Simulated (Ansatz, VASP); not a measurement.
**GaP in two plane-wave programs**

Wanted: the spread between two codes on one cell, functional and k mesh. The cell is taken from a series of runs on this material, whose earlier steps may have relaxed, scaled, displaced or heated it; both programs get it as it stands.

Program: Ansatz 0.2.0. Level of theory: plane waves, with VASP 6.6.1 beside it; G0W0 gap at PBE0 form with 50 % exact exchange with an exact-exchange share of 0.5. Results are calculated unless marked as measured.

### Step 1. Starting point

Symmetry: F-43m, No. 216, cubic system. Conventional cell: a = 5.451 Å, b = 5.451 Å, c = 5.451 Å, α = 90.00°, β = 90.00°, γ = 90.00°. Ga has 4 P at 2.36 Å nearest. Nearest to P lie 4 Ga at 2.36 Å. Farther neighbours are not listed.

As a file:

```cif
data_structure
_symmetry_space_group_name_H-M 'P 1'
_symmetry_Int_Tables_number 1
_cell_length_a 3.8541
_cell_length_b 3.8541
_cell_length_c 3.8541
_cell_angle_alpha 60.000
_cell_angle_beta 60.000
_cell_angle_gamma 60.000
_cell_volume 40.48
loop_
_atom_site_label
_atom_site_type_symbol
_atom_site_fract_x
_atom_site_fract_y
_atom_site_fract_z
_atom_site_occupancy
Ga1 Ga 0.00000 0.00000 0.00000 1
P2 P 0.25000 0.25000 0.25000 1
```

### Step 2. Ansatz: G0W0 gap, PBE0 form with 50 % exact exchange with an exact-exchange share of 0.5

Ansatz runs on its PAW soft_1 files.

Quasiparticle shifts depend on high empty states and on the cores, so they are the hardest test of two PAW sets.

Contents of input.yaml:

```yaml
crystal:
  lattice:
    - [0.0, 2.72525, 2.72525]
    - [2.72525, 0.0, 2.72525]
    - [2.72525, 2.72525, 0.0]
  atoms:
    - { symbol: Ga, position: [0.0, 0.0, 0.0] }
    - { symbol: P, position: [0.25, 0.25, 0.25] }
kpoints:
  mp_grid: { grid: [6, 6, 6] }
hamiltonian:
  xc: { exchange: pbe, correlation: pbe, exx: { coeff: 0.5 } }
  pseudopotentials: { kind: paw, azcp: { folder: soft_1 } }
scf:
  occupations: { method: fixed }
gw:
  n_empty_bands: 168
  ecut_chi: 150.0
  qp_bands: [v2, c2]
  qp_kpoints: band_edges
  screening: { model: contour_deformation }
```

On the command line:

```sh
ansatz run input.yaml --threads 3 --pin off --max-ram 92160MiB --backend cuda --events-out ev --progress --plain --runs-dir out --devices 1 --max-vram 13GiB
```

Numbers of over 12 decimals in the logs are rounded to 6 here.

The program printed:

```text
GPUs: using 1 of 1 available (devices: 1).
Engine: ansatz 0.2.0, x86_64-unknown-linux-gnu
Pseudopotentials: kind: paw
Pseudopotential: Ga, paw, valence charge 13, recommended cutoff 420 eV (normal), soft_1/Ga.paw.azcp
Pseudopotential: P, paw, valence charge 5, recommended cutoff 420 eV (normal), soft_1/P.paw.azcp
Functional definition: unnamed
  parameter a_1 = 0.5
  exchange = (1 - a_1)*pbe_x + a_1*exact_x
  correlation = pbe_c
davidson cushion auto → on  (no smearing: the cushion is to keep the highest requested band from converging to the state above it; pin scf.eigensolver.cushion to override)
device memory: the entry about to start is reckoned to put 0.4 GiB on a device that reports 69.8 GiB free (of which the cap on the GPU budget leaves the run 13.0 GiB)
GPU FFT provider: cuFFT
GPU libraries: cuBLAS 13.8.2, cuFFT 12.4.0, cuSOLVER 12.3.4
Crystal: 2 atoms, lattice volume = 40.481 Å³
Basis set: ecut = 420 eV, 749 PW (Γ)
Bands: 13, of which v1, the nominal top of the filled ones, is band 9 counted from 1 (8 counted from 0)
Symmetry: 24 space group operations
Space group: F-43m (ITA 216), of the structure as read, at distance tolerance 3.4e-5 Å
k-points: 16 of 216 (time reversal used)
Non-local potential: Ga, projectors of the file, l = 0: 2, l = 1: 2, l = 2: 3, l = 3: 1
Non-local potential: P, projectors of the file, l = 0: 2, l = 1: 2, l = 2: 1
PAW form: soft (Blöchl's): semilocal exchange-correlation on the pseudo side does not see the compensation charge
PAW frozen core: Ga, regenerated for the run's functional, and the local potential with it (the file was generated under x = pbe(κ = 0.804, μ = 0.219515), c = pbe(β = 0.066725))
PAW frozen core: P, regenerated for the run's functional, and the local potential with it (the file was generated under x = pbe(κ = 0.804, μ = 0.219515), c = pbe(β = 0.066725))
PAW one-centre angular grid: Ga, 590 points (default); XC on 64 Gauss nodes
PAW one-centre angular grid: P, 110 points (default); XC on 64 Gauss nodes
Initial density: superposition of atomic densities (chi_scale 0.1, normalization cell, long waves kept (reshape's long-wave potential 0.00 eV rms))
Initial wavefunctions: pseudopotential atomic-orbital guess
GPU buffer pool allocated for 19683 grid points (all kernels)
GPU transforms: local potential and band sums: pruned to the plane-wave sphere, on 25×25×25
Functional: x = pbe(κ = 0.804, μ = 0.219515), c = pbe(β = 0.066725), warm-up for x = 0.5 pbe(κ = 0.804, μ = 0.219515) + 0.5 exact, c = pbe(β = 0.066725)
SCF iter   1: F=—  HF=-4539.658174 eV  |F-HF|=—  |Δ(HF+E_count)|=         —  Δρ=4.55e-2  dr2=6.87e-1  ethr=1.00e-1  ⟨swp⟩=5.2  Hψ=704  notcnv=0
preconditioner: auto → none  [insulator: Δε(μ)=1.923 eV  Ē_g=15.353 eV  n_scr=14 (ndim 8)  ℏωp=24.8 eV  f_vac=0.000]
SCF iter   2: F=—  HF=-4539.543542 eV  |F-HF|=—  |Δ(HF+E_count)|=   1.15e-1  Δρ=2.28e-2  dr2=1.12e-1  ethr=3.82e-3  ⟨swp⟩=3.5  Hψ=570  notcnv=0
SCF iter   3: F=—  HF=-4539.542180 eV  |F-HF|=—  |Δ(HF+E_count)|=   1.36e-3  Δρ=5.90e-3  dr2=1.37e-2  ethr=6.21e-4  ⟨swp⟩=3.1  Hψ=587  notcnv=0
iter 4 solved again at ethr=4.64e-6 eV; its pass at ethr=7.63e-5 eV (dr2=8.35e-4 eV) is discarded
SCF iter   4: F=—  HF=-4539.536936 eV  |F-HF|=—  |Δ(HF+E_count)|=   5.24e-3  Δρ=2.39e-3  dr2=8.19e-4  ethr=4.64e-6  ⟨swp⟩=2.3  Hψ=1197  notcnv=0
SCF iter   5: F=-4539.536747 eV  HF=-4539.536739 eV  |F-HF|=8.15e-6  |Δ(HF+E_count)|=   1.97e-4  Δρ=4.79e-4  dr2=4.32e-5  ethr=4.55e-6  ⟨swp⟩=3.0  Hψ=562  notcnv=0
SCF 1 stopped early in 5 iterations: F = -4539.536747 eV  dr2 = 4.32e-5
  greatest PAW one-centre occupation: 0.994 electrons in one spin orbital (limit 2), on the Ga atom at site 0 (counted from 0), in its partial waves of l = 2
device memory: the entry about to start is reckoned to put 1.2 GiB on a device that reports 71.5 GiB free (of which the cap on the GPU budget leaves the run 13.0 GiB)
GPU FFT provider: cuFFT
GPU libraries: cuBLAS 13.8.2, cuFFT 12.4.0, cuSOLVER 12.3.4
Initial density: handed on by an earlier stage of this run
Initial wavefunctions: those handed on with the density
GPU buffer pool allocated for 19683 grid points (all kernels)
GPU transforms: local potential and band sums: pruned to the plane-wave sphere, on 25×25×25
Functional: x = 0.5 pbe(κ = 0.804, μ = 0.219515) + 0.5 exact, c = pbe(β = 0.066725)
Exchange kernel: α = 0.5000, full range, Wigner–Seitz truncation, v(0) = 14713.4324 eV·Å³, q-mesh 6×6×6, nearest image of the exchange supercell L = 23.12 Å, pair-density grid 15×15×15, without the augmentation charges, whose exchange is taken in its separable form by FFT convolution over the k-point mesh (sized by the pseudopotential files, 24×24×24 at the most), smooth part of the exact exchange by density-matrix convolution in up to 2.51 GiB of GPU memory as planned if the GPU has room (build and FFT work areas not counted)
Frozen-core exchange: fock
[...]
SCF iter   2: F=—  HF=-4542.257413 eV  |F-HF|=—  |Δ(HF+E_count)|=   4.18e-5  Δρ=8.78e-5  dr2=3.01e-6  ethr=9.49e-8  ⟨swp⟩=4.0  Hψ=865  notcnv=0
SCF iter   3: F=—  HF=-4542.257416 eV  |F-HF|=—  |Δ(HF+E_count)|=   3.05e-6  Δρ=4.17e-5  dr2=6.21e-7  ethr=1.13e-8  ⟨swp⟩=3.6  Hψ=600  notcnv=0  defer=1
[...]
NSCF: frozen V_eff on 1 k-points
device memory: the entry about to start is reckoned to put 0.3 GiB on a device that reports 66.2 GiB free (of which the cap on the GPU budget leaves the run 13.0 GiB)
NSCF: frozen V_eff on 1 k-points
hybrid SCF converged: 3 outer / 12 inner (+5 warm-up), last move |dexx| = 5.77e-8 eV, tail = 8.98e-8 eV
Stability not checked: this state was not tested for a lower state beside it, because the functional holds exact exchange (a hybrid, or Hartree-Fock), whose exchange loop this test does not read (fock_operator; see scf.lower_state_search)
Free energy (F): -4542.257417 eV
Frozen-core exchange: fock
Harris-Foulkes:  -4542.257417 eV  (|F-HF|=6.25e-9)
Internal energy: -4542.257417 eV  (E = F + TS)
E sigma→0 (E₀):  -4542.257417 eV
Fermi energy:    5.449389 eV
--- Per-component energies (eV) ---
  E_band       = -148.705527
  E_kinetic    = 179.198839
  E_local      = -1681.293215  (includes V_loc(G=0)·N_el)
  E_nonlocal   = -58.851209
  E_hartree    = 1025.673535
  E_xc         = -73.960088
  E_vxc        = -64.432186  (∫ρ·V_xc dr)
  E_exx        = -127.933939  (= α·E_x^exact, valence–valence)
  E_paw        = -2492.372874  (= ΣΔE_a)
  E_vpaw       = -318.801475  (= ΣTr[D̂ρ^β])
  E_aug_tail   = -0.000216  (compensation charges beyond the density's cutoff)
  E_ewald      = -1312.644944
  E_core_change = -0.073307  (= ΣΔE_core)
  E_smearing   = -0.000000  (= −TS)
  E_closure    = 0.000000  (closes the sum)
  Σ components = -4542.257417   (vs F -4542.257417, Δ=0.00e0)
--- Band table (eV; the first three rows and the last of 16) ---
  k-point 0: bands = [... 5 lower, -9.7415, 5.4494, 5.4494, 5.4494, 10.6523, 12.5641]
  k-point 1: bands = [... 5 lower, -9.3305, 2.7553, 5.0272, 5.0272, 11.1390, 13.2027]
  k-point 2: bands = [... 5 lower, -8.2246, -0.7647, 4.3787, 4.3787, 10.4935, 13.5837]
  k-point 15: bands = [... 5 lower, -6.2071, -2.3571, 1.3940, 1.5815, 11.8693, 12.3573]
  guard bands above this table: 2 of the run's 13 bands. The solve was not asked for them (output.publish_guard_bands: true or output.eigenvalues: true publishes all)
--- G₀W₀: contour deformation, 6 samples at zero and on the imaginary axis and 2 off it, 216 q-points, 168 empty bands' worth ---
  eigenvalues of the whole cell's RPA ε∞ on this k-mesh (on a slab, of 1 + 4πα/V) = 5.3958, 5.3958, 5.3958; static W/v taken at q = 0 is 0.185330
  bands read: the sum over 177 bands ends inside a degenerate multiplet in 2 slots, whose members it reads at an even weight; the widest, k=0: bands 177 to 179 (counted from 1) at 1/3 each
  gw.qp_kpoints: band_edges: 8 of 16 stored k-points solved, in 1 pass; an edge of the gap read off the rows below is read off those points alone
    valence top: of the k-points left out ik 8 came nearest to being solved in a further pass, in band 9 (counted from 1, as in the quasiparticle table): it holds the edge there only if its correction is more favourable than any solved in that band by at least 0.394 eV; those differ by 0.201 eV
    conduction bottom: of the k-points left out ik 10 came nearest to being solved in a further pass, in band 10 (counted from 1, as in the quasiparticle table): it holds the edge there only if its correction is more favourable than any solved in that band by at least 0.490 eV; those differ by 0.088 eV
    ik  band        ε_KS         Σx   Σc(E_QP)       V_xc       Z   E_QP_lin       E_QP  E_QP is
     0     8      5.4494   -17.0134     0.9456   -16.6635  0.8321     6.0435     6.0452  root
     0     9      5.4494   -17.0134     0.9456   -16.6635  0.8321     6.0435     6.0452  root
     0    10     10.6523    -9.7339    -3.8842   -12.8514  0.8387     9.8886     9.8855  root
     0    11     12.5641    -7.0709    -3.8379   -10.1388  0.8381    11.7976    11.7940  root
     1     8      5.0272   -16.7785     1.0078   -16.3881  0.8310     5.6427     5.6445  root
     1     9      5.0272   -16.7785     1.0078   -16.3881  0.8310     5.6427     5.6445  root
     1    10     11.1390    -8.6172    -3.8143   -11.6807  0.8396    10.3912    10.3881  root
     1    11     13.2027    -7.1432    -3.9578   -10.2874  0.8340    12.3934    12.3891  root
     2     8      4.3787   -16.5916     1.1418   -16.1089  0.8285     5.0356     5.0379  root
     2     9      4.3787   -16.5916     1.1418   -16.1089  0.8285     5.0356     5.0379  root
     2    10     10.4935    -8.5293    -3.6723   -11.4909  0.8429     9.7853     9.7828  root
     2    11     13.5837    -6.7373    -4.0015    -9.9059  0.8334    12.7555    12.7508  root
     3     8      4.1198   -16.5510     1.2020   -16.0230  0.8274     4.7914     4.7938  root
     3     9      4.1198   -16.5510     1.2020   -16.0230  0.8274     4.7914     4.7938  root
     3    10     10.2301    -8.6490    -3.6254   -11.5756  0.8436     9.5338     9.5313  root
     3    11     13.4305    -6.5270    -3.9534    -9.6609  0.8354    12.6155    12.6110  root
     4     8      4.2896   -16.3982     1.1310   -15.9285  0.8287     4.9485     4.9508  root
     4     9      4.2896   -16.3982     1.1310   -15.9285  0.8287     4.9485     4.9508  root
     4    10     11.3177    -7.0718    -3.6718   -10.0203  0.8431    10.5973    10.5944  root
     4    11     12.6039    -8.7653    -4.0355   -11.9490  0.8315    11.7566    11.7521  root
     6     8      2.4769   -16.0906     1.4589   -15.4134  0.8201     3.2546     3.2586  root
     6     9      3.5189   -16.2998     1.3114   -15.6995  0.8250     4.2270     4.2300  root
     6    10     11.2816    -7.6977    -3.6982   -10.6530  0.8416    10.5418    10.5387  root
     6    11     13.4431    -7.0566    -4.0323   -10.2264  0.8318    12.5857    12.5806  root
     9     8      2.7897   -16.0838     1.4646   -15.3813  0.8212     3.5482     3.5519  root
     9     9      2.7897   -16.0838     1.4646   -15.3813  0.8212     3.5482     3.5519  root
     9    10     10.0355    -6.8244    -3.4520    -9.5978  0.8485     9.3591     9.3568  root
     9    11     11.3695    -6.6264    -3.7078    -9.5719  0.8433    10.6105    10.6072  root
    12     8      2.2277   -16.0093     1.5952   -15.2110  0.8177     3.0202     3.0246  root
    12     9      2.2277   -16.0093     1.5952   -15.2110  0.8177     3.0202     3.0246  root
    12    10      9.7933    -6.2827    -3.4062    -8.9951  0.8505     9.1019     9.0994  root
    12    11     10.1925    -7.1957    -3.5134   -10.0248  0.8465     9.5105     9.5082  root
```

In the SCF lines HF is the Harris–Foulkes energy and dr2 the Hartree energy of the density residual, in eV; the loop may stop once dr2 is under the threshold and the program's other checks hold. Hψ counts applications of the Hamiltonian.

[end of part 1 of 2]

[Lines on the potential files, build, host, timing and source positions are cut from VASP's logs without a mark.]

[Logs are printed without paths, hosts, clocks, repeated set-up lines and the standing remarks that a program may print on its own settings, such as how far it seeks lower states.]

[Hosts, paths, dates, database ids (printed as entryN), source tags and the programs' standing remarks are cut or masked in the printed files.]
